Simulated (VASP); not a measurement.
Level of theory: LDA (Ceperley-Alder, Perdew-Zunger), VASP's LDA PAW potentials (set 64) (plane waves; VASP).

Input for VASP

**KPOINTS**
```
Automatic mesh
0
Gamma
3 3 3
0 0 0
```

### POSCAR
```
Tc
2.736580
  1.0000000000   0.0000000000   0.0000000000
 -0.5000000000   0.8660254771   0.0000000000
  0.0000000000   0.0000000000   1.6059826499
Tc
2
Cartesian
 -0.0166435000   0.5603418663   0.4049967046
  0.5166435000   0.3056836107   1.2009859452
```

INCAR:
```
ALGO = Normal
EDIFF = 1E-04
ENCUT = 180
ISIF = 2
ISMEAR = 0
LASPH = .True.
LCHARG = .False.
LMAXMIX = 4
LREAL = .False.
LWAVE = .False.
NELM = 100
PREC = Accurate
SIGMA = 0.2
SYSTEM = Tc
```

POTCAR, in this order: Tc_pv (LDA.64 set). Program: vasp_std.

The run wrote:

OSZICAR:
```
       N       E                     dE             d eps       ncg     rms          rms(c)
DAV:   1     0.120395396075E+03    0.12040E+03   -0.10495E+04   637   0.712E+02
DAV:   2    -0.202183655528E+02   -0.14061E+03   -0.13871E+03   509   0.268E+02
DAV:   3    -0.224155299655E+02   -0.21972E+01   -0.21575E+01   565   0.367E+01
DAV:   4    -0.224293738859E+02   -0.13844E-01   -0.13823E-01   510   0.230E+00
DAV:   5    -0.224294628953E+02   -0.89009E-04   -0.89007E-04   491   0.170E-01    0.281E+01
DAV:   6    -0.197852383198E+02    0.26442E+01   -0.58549E+00   527   0.229E+01    0.933E+00
DAV:   7    -0.194475306193E+02    0.33771E+00   -0.14150E+00   529   0.105E+01    0.739E-01
DAV:   8    -0.194400871177E+02    0.74435E-02   -0.84768E-03   500   0.768E-01    0.535E-01
DAV:   9    -0.194365017454E+02    0.35854E-02   -0.50481E-03   477   0.515E-01    0.470E-02
DAV:  10    -0.194365046952E+02   -0.29498E-05   -0.11224E-04   250   0.931E-02
   1 F= -.19436505E+02 E0= -.19413657E+02  d E =-.456951E-01
```

**OUTCAR**
```
------------------------ aborting loop because EDIFF is reached ----------------------------------------
  FORCE on cell =-STRESS in cart. coord.  units (eV):
  Direction    XX          YY          ZZ          XY          YZ          ZX
  --------------------------------------------------------------------------------------
  Total      -60.9603278    -61.9019243    -62.9258531      0.5279274     -0.0851737     -0.0791765
  in kB    -3426.5881827  -3479.5154458  -3537.0706226     29.6748693     -4.7876259     -4.4505240
  external PRESSURE =   -3481.0580837 kB  Pullay stress =       0.0000000 kB
  volume of cell :       28.50
      direct lattice vectors                 reciprocal lattice vectors
     2.736580000  0.000000000  0.000000000     0.365419611  0.210975093  0.000000000
    -1.368290000  2.369948000  0.000000000     0.000000000  0.421950186  0.000000000
     0.000000000  0.000000000  4.394900000     0.000000000  0.000000000  0.227536463
 POSITION                                       TOTAL-FORCE (eV/Angst)
 -----------------------------------------------------------------------------------
     -0.04555      1.53342      1.10831         0.289210      0.357861      0.056039
      1.41384      0.83653      3.28659        -0.289210     -0.357861     -0.056039
 -----------------------------------------------------------------------------------
    total drift:                               -0.000000      0.000000     -0.000000
  FREE ENERGIE OF THE ION-ELECTRON SYSTEM (eV)
  ---------------------------------------------------
  free  energy   TOTEN  =       -19.4365046952 eV

  energy  without entropy=      -19.3908095741  energy(sigma->0) =      -19.41365713
```
(Selected blocks of OUTCAR.)

OUTCAR:
```
 val. band max:       12.7350857352   @ k =   0.0000   0.3333   0.3333

 cond. band min:      12.7726055044   @ k =   0.0000  -0.3333   0.3333


 Fermi energy:        12.7524213468

 k-point     1 :       0.0000    0.0000    0.0000
  band No.  band energies     occupation
      1     -26.7668      2.00000
      2     -25.2055      2.00000
      3     -25.1707      2.00000
      4     -25.1702      2.00000
      5     -24.9424      2.00000
      6     -24.8337      2.00000
      7       5.3186      2.00000
      8       7.0608      2.00000
      9      10.7179      2.00000
     10      10.7389      2.00000
     11      10.8998      2.00000
     12      11.3972      2.00000
     13      11.7290      2.00000
     14      11.9087      2.00000
     15      12.6112      1.68205
     16      14.2942      0.00000
     17      14.3148      0.00000

 k-point     2 :       0.3333   -0.0000    0.0000
  band No.  band energies     occupation
      1     -26.2402      2.00000
      2     -26.0827      2.00000
      3     -25.9931      2.00000
      4     -25.4991      2.00000
      5     -25.1230      2.00000
      6     -25.0295      2.00000
      7       7.4665      2.00000
      8       8.0059      2.00000
      9       8.8704      2.00000
     10      10.2203      2.00000
     11      10.9671      2.00000
     12      11.1198      2.00000
     13      11.1432      2.00000
     14      13.7225      0.00000
     15      14.1899      0.00000
     16      14.2820      0.00000
     17      15.3353      0.00000

 k-point     3 :       0.0000    0.3333    0.0000
  band No.  band energies     occupation
      1     -26.4342      2.00000
      2     -26.0466      2.00000
      3     -25.8437      2.00000
      4     -25.4131      2.00000
      5     -25.1466      2.00000
      6     -25.0733      2.00000
      7       7.4375      2.00000
      8       7.7670      2.00000
      9       8.3814      2.00000
     10      10.4691      2.00000
     11      10.7809      2.00000
...
```

At this cut-off the stress carries a Pulay error, which pulls relaxed volumes low.

The structure comes from a computed database's Tc entry; how it stands against other phases isn't given here. The cell was not relaxed at this level, atoms are displaced from their ideal sites. The k-mesh is coarse (spacing up to 0.88 per Å, 2π included), so the numbers may not be converged in it. The run is one of a series of settings (EDIFF = 1E-04, ENCUT = 180, GGA removed, SIGMA = 0.2, KPOINTS 3×3×3 Γ-centred mesh, POTCAR Tc_pv (LDA.64 set) against the base run), some of them coarse on purpose.
